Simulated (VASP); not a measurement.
Method: HSE06 screened hybrid, VASP's PBE PAW potentials (set 64) (plane waves; VASP).

Input for VASP

### INCAR
```
SYSTEM = C64H
PREC = Normal; ENCUT = 400; LREAL = Auto
LASPH = .TRUE.; ISYM = 0; NELECT = 256.0
EDIFF = 1E-5; NELM = 50; NELMIN = 4
ALGO = Normal
ISMEAR = 0; SIGMA = 0.05
GGA = PE; LHFCALC = .TRUE.; AEXX = 0.25
HFSCREEN = 0.2; PRECFOCK = Fast
ISIF = 0
LWAVE = .FALSE.; LCHARG = .FALSE.
```

File POSCAR:
```
C64H
1
    7.1465551590     0.0000000000     0.0000000000
    0.0000000000     7.1465551590     0.0000000000
    0.0000000000     0.0000000000     7.1465551590
C H
64 1
Direct
  0.5000311507   0.9999190331   0.9978092760
  0.6248029504   0.1248142100   0.1227597785
  0.7499844580   0.2499653456   0.9976972976
  0.8737867324   0.3746530981   0.1214525727
  0.7492330631   0.9992678268   0.2473143780
  0.8735844464   0.1239087221   0.3717874161
  0.9994435111   0.9990826816   0.9965910151
  0.1240265833   0.1236099770   0.1206912503
  0.2498425230   0.2494901154   0.9975105773
  0.3748205047   0.3744985587   0.1226430873
  0.5004369042   0.5001786831   0.9988745860
  0.6251979213   0.6248353752   0.1231692616
  0.7502109745   0.7498441849   0.9978306736
  0.8747341262   0.8743796263   0.1224392511
  0.2487078033   0.9962013482   0.2442774291
  0.3736008782   0.1187151455   0.3680032559
  0.4990541937   0.2496585844   0.2476917072
  0.6259744263   0.3750709478   0.3738597699
  0.7499857894   0.4997889056   0.2476383021
  0.8751163898   0.6246234738   0.3726235478
  0.4993495795   0.9990489861   0.4975576441
  0.6249493359   0.1251200930   0.6219167272
  0.7502269761   0.2496050116   0.4977096154
  0.8751197836   0.3747433974   0.6228712939
  0.7499936117   0.0000643826   0.7475609609
  0.8748072239   0.1248201287   0.8723423092
  0.0002444623   0.4997845378   0.9978737807
  0.1251234612   0.6246204510   0.1228514267
  0.2502037381   0.7498872002   0.9979138755
  0.3749180467   0.8736700073   0.1216277230
  0.9962199093   0.2481072370   0.2438629036
  0.1182978950   0.3727860781   0.3671606314
  0.2498430239   0.4987149594   0.2474326791
  0.3755119508   0.6257372336   0.3738610190
  0.5001076840   0.7496244939   0.2475825904
  0.6249826731   0.8746896155   0.3725511779
  0.9985525696   0.9982550363   0.4967793824
  0.1228645987   0.1226337077   0.6238411257
  0.2328258372   0.2317231826   0.4812789577
  0.3909476963   0.3905539336   0.6417672620
  0.5081974703   0.5075205486   0.4999308494
  0.6294925339   0.6291605326   0.6247098281
  0.7517130148   0.7513441929   0.4977303876
  0.8753752662   0.8750232467   0.6225219909
  0.2505346419   0.9995427171   0.7476481766
  0.3748602253   0.1248708071   0.8730047962
  0.5027837544   0.2492542560   0.7503993314
  0.6268449463   0.3756506262   0.8746286432
  0.7517210074   0.5005656545   0.7486690587
  0.8759872862   0.6250095958   0.8731742737
  0.9996850306   0.7489986781   0.2474560002
  0.1243645870   0.8734014232   0.3719447230
  0.9994578352   0.4987417051   0.4975054130
  0.1257491817   0.6244896247   0.6219869027
  0.2500607124   0.7499607735   0.4978075237
  0.3751459012   0.8748425893   0.6229310129
  0.9999159364   0.2503532015   0.7476387450
  0.1252887374   0.3746654234   0.8731326743
  0.2500530683   0.5027729454   0.7510812981
  0.3759705181   0.6268418810   0.8749963929
  0.5008804482   0.7514533989   0.7487327895
  0.6253804144   0.8756253401   0.8732107312
  0.0004377918   0.7495482559   0.7474613149
  0.1250435578   0.8744407373   0.8723142502
  0.3385577461   0.3539393288   0.4944703732
```

KPOINTS:
```
Automatic mesh
0
Gamma
1 1 1
0 0 0
```

POTCAR, in this order: C H (PBE.64 set). Program: vasp_gam. Read from the step before: WAVECAR.

Output

**OUTCAR**
```
 ion  position               nearest neighbor table
   1  0.500  1.000  0.998-  62 1.54   2 1.55  46 1.55  30 1.55
   2  0.625  0.125  0.123-   5 1.55   1 1.55   3 1.55  17 1.55
   3  0.750  0.250  0.998-  48 1.53   4 1.54  26 1.55   2 1.55
   4  0.874  0.375  0.121-  31 1.53   3 1.54  19 1.55  27 1.55
   5  0.749  0.999  0.247-   6 1.54  36 1.54   2 1.55  14 1.55
   6  0.874  0.124  0.372-   5 1.54  31 1.55  23 1.55  37 1.55
   7  0.999  0.999  0.997-   8 1.54  64 1.55  26 1.55  14 1.55
   8  0.124  0.124  0.121-   7 1.54   9 1.55  31 1.55  15 1.55
   9  0.250  0.249  0.998-  58 1.54  46 1.54   8 1.55  10 1.55
  10  0.375  0.374  0.123-  33 1.54  17 1.54  11 1.55   9 1.55
  11  0.500  0.500  0.999-  12 1.54  60 1.55  10 1.55  48 1.55
  12  0.625  0.625  0.123-  11 1.54  35 1.54  19 1.54  13 1.55
  13  0.750  0.750  0.998-  14 1.54  62 1.55  50 1.55  12 1.55
  14  0.875  0.874  0.122-  13 1.54   7 1.55   5 1.55  51 1.55
  15  0.249  0.996  0.244-  16 1.53  30 1.53  52 1.55   8 1.55
  16  0.374  0.119  0.368-  39 1.52  15 1.53  21 1.55  17 1.56
  17  0.499  0.250  0.248-  10 1.54   2 1.55  16 1.56  18 1.56
  18  0.626  0.375  0.374-  23 1.54  19 1.55  41 1.55  17 1.56
  19  0.750  0.500  0.248-  12 1.54  20 1.55  18 1.55   4 1.55
  20  0.875  0.625  0.373-  51 1.54  19 1.55  53 1.55  43 1.55
  21  0.499  0.999  0.498-  56 1.54  36 1.55  16 1.55  22 1.55
  22  0.625  0.125  0.622-  23 1.54  47 1.55  25 1.55  21 1.55
  23  0.750  0.250  0.498-  18 1.54  22 1.54   6 1.55  24 1.55
  24  0.875  0.375  0.623-  53 1.54  57 1.54  49 1.55  23 1.55
  25  0.750  0.000  0.748-  26 1.54  62 1.55  44 1.55  22 1.55
  26  0.875  0.125  0.872-  25 1.54   7 1.55   3 1.55  57 1.55
  27  0.000  0.500  0.998-  50 1.54  28 1.55  58 1.55   4 1.55
  28  0.125  0.625  0.123-  51 1.54  27 1.55  33 1.55  29 1.55
  29  0.250  0.750  0.998-  60 1.53  30 1.54  28 1.55  64 1.55
  30  0.375  0.874  0.122-  15 1.53  29 1.54   1 1.55  35 1.55
  31  0.996  0.248  0.244-  32 1.53   4 1.53   6 1.55   8 1.55
  32  0.118  0.373  0.367-  31 1.53  39 1.53  53 1.55  33 1.56
  33  0.250  0.499  0.247-  10 1.54  28 1.55  32 1.56  34 1.56
  34  0.376  0.626  0.374-  55 1.54  35 1.55  41 1.56  33 1.56
  35  0.500  0.750  0.248-  12 1.54  34 1.55  36 1.55  30 1.55
  36  0.625  0.875  0.373-   5 1.54  35 1.55  21 1.55  43 1.55
  37  0.999  0.998  0.497-  44 1.54  52 1.55   6 1.55  38 1.55
  38  0.123  0.123  0.624-  39 1.50  57 1.55  45 1.55  37 1.55
  39  0.233  0.232  0.481-  65 1.16  38 1.50  16 1.52  32 1.53  40 1.97
  40  0.391  0.391  0.642-  65 1.15  47 1.50  59 1.51  41 1.56  39 1.97
  41  0.508  0.508  0.500-  42 1.52  18 1.55  34 1.56  40 1.56
  42  0.629  0.629  0.625-  41 1.52  43 1.53  49 1.55  61 1.55
  43  0.752  0.751  0.498-  42 1.53  44 1.54  20 1.55  36 1.55
  44  0.875  0.875  0.623-  43 1.54  37 1.54  25 1.55  63 1.55
  45  0.251  1.000  0.748-  56 1.54  38 1.55  46 1.55  64 1.55
  46  0.375  0.125  0.873-   9 1.54   1 1.55  47 1.55  45 1.55
  47  0.503  0.249  0.750-  40 1.50  48 1.55  22 1.55  46 1.55
  48  0.627  0.376  0.875-   3 1.53  47 1.55  11 1.55  49 1.55
  49  0.752  0.501  0.749-  50 1.54  42 1.55  24 1.55  48 1.55
  50  0.876  0.625  0.873-  49 1.54  27 1.54  63 1.55  13 1.55
  51  1.000  0.749  0.247-  52 1.54  20 1.54  28 1.54  14 1.55
  52  0.124  0.873  0.372-  51 1.54  15 1.55  55 1.55  37 1.55
  53  0.999  0.499  0.498-  24 1.54  20 1.55  32 1.55  54 1.55
  54  0.126  0.624  0.622-  55 1.54  59 1.55  63 1.55  53 1.55
  55  0.250  0.750  0.498-  34 1.54  54 1.54  52 1.55  56 1.55
  56  0.375  0.875  0.623-  21 1.54  45 1.54  61 1.55  55 1.55
  57  1.000  0.250  0.748-  24 1.54  38 1.55  58 1.55  26 1.55
  58  0.125  0.375  0.873-   9 1.54  27 1.55  59 1.55  57 1.55
  59  0.250  0.503  0.751-  40 1.51  60 1.54  58 1.55  54 1.55
  60  0.376  0.627  0.875-  29 1.53  59 1.54  11 1.55  61 1.55
  61  0.501  0.751  0.749-  62 1.54  56 1.55  42 1.55  60 1.55
  62  0.625  0.876  0.873-  61 1.54   1 1.54  25 1.55  13 1.55
  63  0.000  0.750  0.747-  64 1.54  50 1.55  44 1.55  54 1.55
  64  0.125  0.874  0.872-  63 1.54   7 1.55  45 1.55  29 1.55
  65  0.339  0.354  0.494-  40 1.15  39 1.16
 Subroutine IBZKPT returns following result:
 Found      1 irreducible k-points:

 Following reciprocal coordinates:
            Coordinates               Weight
  0.000000  0.000000  0.000000      1.000000
 Subroutine IBZKPT_HF returns following result:
   k-points           NKPTS =      1   k-points in BZ     NKDIM =      1   number of bands    NBANDS=    161
   number of dos      NEDOS =    301   number of ions     NIONS =     65
...
```

File OSZICAR:
```
       N       E                     dE             d eps       ncg     rms          rms(c)
DAV:   1    -0.681226581677E+03   -0.68123E+03   -0.84554E+00   330   0.809E+00    0.410E+00
DAV:   2    -0.681251213727E+03   -0.24632E-01   -0.13910E-01   356   0.917E-01    0.243E+00
DAV:   3    -0.681233716261E+03    0.17497E-01   -0.13846E-02   364   0.312E-01    0.133E+00
DAV:   4    -0.681228719777E+03    0.49965E-02   -0.45368E-03   364   0.179E-01    0.702E-01
DAV:   5    -0.681227349448E+03    0.13703E-02   -0.10333E-03   356   0.871E-02    0.377E-01
DAV:   6    -0.681226952072E+03    0.39738E-03   -0.25689E-04   347   0.450E-02    0.203E-01
DAV:   7    -0.681226836501E+03    0.11557E-03   -0.66489E-05   363   0.236E-02    0.109E-01
DAV:   8    -0.681226802503E+03    0.33998E-04   -0.15356E-05   212   0.121E-02    0.606E-02
DAV:   9    -0.681226792782E+03    0.97202E-05   -0.58890E-06   195   0.832E-03
   1 F= -.68122679E+03 E0= -.68122679E+03  d E =-.195128E-16
```

File OUTCAR:
```
------------------------ aborting loop because EDIFF is reached ----------------------------------------
  volume of cell :      365.00
      direct lattice vectors                 reciprocal lattice vectors
     7.146555159  0.000000000  0.000000000     0.139927556  0.000000000  0.000000000
     0.000000000  7.146555159  0.000000000     0.000000000  0.139927556  0.000000000
     0.000000000  0.000000000  7.146555159     0.000000000  0.000000000  0.139927556
 POSITION                                       TOTAL-FORCE (eV/Angst)
 -----------------------------------------------------------------------------------
      3.57350      7.14598      7.13090         0.005005      0.003094      0.004176
      4.46519      0.89199      0.87731        -0.001383      0.005621      0.016675
      5.35981      1.78639      7.13010        -0.005130     -0.006392      0.005333
      6.24457      2.67748      0.86797         0.008077     -0.027097     -0.004302
      5.35444      7.14132      1.76745         0.009248     -0.000225      0.008483
      6.24312      0.88552      2.65700         0.007758      0.011912      0.007774
      7.14258      7.14000      7.12219         0.007373      0.006293      0.003695
      0.88636      0.88339      0.86253        -0.011985     -0.010123      0.021045
      1.78551      1.78299      7.12876        -0.000737      0.001140      0.007733
      2.67868      2.67637      0.87648         0.003431     -0.002874     -0.011776
      3.57640      3.57455      7.13851         0.015602      0.002167      0.002428
      4.46801      4.46542      0.88024         0.014010      0.009329      0.007394
      5.36142      5.35880      7.13105         0.001851      0.002482      0.005596
      6.25134      6.24880      0.87502         0.007665      0.011431     -0.006919
      1.77740      7.11941      1.74574         0.028344      0.011411      0.019558
      2.66996      0.84840      2.62996        -0.033700     -0.014421     -0.034596
      3.56652      1.78420      1.77014        -0.005662      0.002139     -0.003022
      4.47356      2.68047      2.67181        -0.002586      0.004140     -0.006338
      5.35981      3.57177      1.76976        -0.001810     -0.009792     -0.005175
      6.25407      4.46391      2.66297         0.000766      0.007999     -0.002390
      3.56863      7.13976      3.55582        -0.011562      0.000646     -0.010822
      4.46623      0.89418      4.44456         0.001442     -0.000778     -0.003203
      5.36154      1.78382      3.55691        -0.014092      0.009406      0.001158
      6.25409      2.67812      4.45138        -0.007756      0.002241     -0.000463
      5.35987      0.00046      5.34249         0.000283      0.005983     -0.016753
      6.25186      0.89203      6.23424         0.006993     -0.011829     -0.002972
      0.00175      3.57174      7.13136        -0.005778     -0.006546     -0.006892
      0.89420      4.46388      0.87796        -0.006004     -0.002554      0.000622
      1.78809      5.35911      7.13165         0.001864      0.001010      0.003065
      2.67937      6.24373      0.86922        -0.016327      0.008999      0.003049
      7.11954      1.77311      1.74278         0.005603      0.041213      0.016427
      0.84542      2.66414      2.62393        -0.010607     -0.042888     -0.031354
      1.78552      3.56409      1.76829        -0.010599     -0.007695     -0.012481
      2.68362      4.47187      2.67182         0.001377     -0.012246     -0.018073
      3.57405      5.35723      1.76936         0.001152      0.008028     -0.007093
      4.46647      6.25102      2.66246         0.003792     -0.002404      0.005082
      7.13621      7.13408      3.55026         0.023914      0.018808      0.022197
      0.87806      0.87641      4.45832        -0.040348     -0.045336      0.006735
      1.66390      1.65602      3.43949         0.159941      0.202747      0.045308
      2.79393      2.79112      4.58643        -0.095495     -0.077392     -0.264694
      3.63186      3.62702      3.57278         0.008787      0.019488      0.060054
      4.49870      4.49633      4.46452         0.001619     -0.003890     -0.027290
      5.37216      5.36952      3.55706        -0.007057     -0.005606      0.022614
      6.25592      6.25340      4.44889         0.006143      0.000709     -0.021152
      1.79046      7.14329      5.34311        -0.003197      0.000506     -0.002712
      2.67896      0.89240      6.23898         0.002157      0.000798     -0.000814
      3.59317      1.78131      5.36277         0.038131     -0.008873      0.041224
      4.47978      2.68461      6.25058        -0.002680     -0.032585     -0.016740
      5.37222      3.57732      5.35040         0.003129      0.008550      0.000513
      6.26029      4.46667      6.24019        -0.001729      0.006341      0.001861
      7.14430      5.35276      1.76846        -0.002766      0.008840      0.002566
      0.88878      6.24181      2.65812         0.007613     -0.005532     -0.001989
      7.14268      3.56429      3.55545        -0.004336     -0.011427     -0.011064
      0.89867      4.46295      4.44506        -0.010770     -0.000628      0.006296
      1.78707      5.35964      3.55761         0.010143     -0.023903     -0.004631
      2.68100      6.25211      4.45181        -0.001196     -0.011911     -0.005096
      7.14595      1.78916      5.34304        -0.001788     -0.001103     -0.002173
      0.89538      2.67757      6.23989         0.005030      0.001388      0.002139
      1.78702      3.59309      5.36764         0.004638      0.028700      0.035122
      2.68689      4.47976      6.25321        -0.027256     -0.005024     -0.017086
      3.57957      5.37030      5.35086         0.017514     -0.000027      0.006449
      4.46932      6.25770      6.24045         0.006494      0.009274      0.001768
      0.00313      5.35669      5.34177         0.000164      0.003848     -0.009314
      0.89363      6.24924      6.23404         0.003804      0.007863     -0.000665
      2.41952      2.52945      3.53376        -0.086517     -0.083442      0.175905
 -----------------------------------------------------------------------------------
    total drift:                               -0.035639     -0.002287      0.157595
  FREE ENERGIE OF THE ION-ELECTRON SYSTEM (eV)
  ---------------------------------------------------
  free  energy   TOTEN  =      -681.2267927823 eV

  energy  without entropy=     -681.2267927823  energy(sigma->0) =     -681.22679278

  exchange ACFDT corr.  =         0.00000000  see jH, gK, PRB 81, 115126
```
(Selected blocks of OUTCAR.)

**OUTCAR**
```
 val. band max:        9.0547120527   @ k =   0.0000   0.0000   0.0000

 cond. band min:      12.3374021912   @ k =   0.0000   0.0000   0.0000


 Fermi energy:         9.3501243124

 k-point     1 :       0.0000    0.0000    0.0000
  band No.  band energies     occupation
      1     -14.5418      2.00000
      2     -12.5155      2.00000
      3     -12.1489      2.00000
      4     -11.9025      2.00000
      5     -11.8888      2.00000
      6     -11.8809      2.00000
      7     -11.8714      2.00000
      8     -10.1590      2.00000
      9      -9.9089      2.00000
     10      -9.6539      2.00000
     11      -9.6272      2.00000
     12      -9.5930      2.00000
     13      -9.5837      2.00000
     14      -9.5746      2.00000
     15      -9.5153      2.00000
     16      -9.5142      2.00000
     17      -9.4811      2.00000
     18      -9.4733      2.00000
     19      -9.4677      2.00000
     20      -8.2747      2.00000
     21      -8.2073      2.00000
     22      -8.2015      2.00000
     23      -8.1832      2.00000
     24      -5.9557      2.00000
     25      -5.6640      2.00000
     26      -5.4766      2.00000
     27      -5.4480      2.00000
     28      -5.1166      2.00000
     29      -5.1000      2.00000
     30      -5.0663      2.00000
     31      -5.0476      2.00000
     32      -4.9328      2.00000
     33      -4.9201      2.00000
     34      -4.3495      2.00000
     35      -4.2505      2.00000
     36      -4.2430      2.00000
     37      -4.2106      2.00000
     38      -4.1871      2.00000
     39      -4.1807      2.00000
     40      -4.0896      2.00000
     41      -4.0822      2.00000
     42      -4.0763      2.00000
     43      -4.0757      2.00000
     44      -4.0726      2.00000
     45      -4.0302      2.00000
     46      -1.3450      2.00000
     47      -0.7260      2.00000
     48      -0.6663      2.00000
     49      -0.6260      2.00000
     50      -0.6185      2.00000
     51      -0.5904      2.00000
...
```

The cell is charged, with a uniform compensating background. The supercell is sampled at Γ alone, which is coarse: total energies, pressure and levels can be off, energies of defects by several tenths of an eV.

The cell is a supercell with a defect, built from C (diamond): H_i, charge +1. The cell's shape comes from a PBE relaxation. The run is not spin-polarised, so no state with unpaired spins was tried.
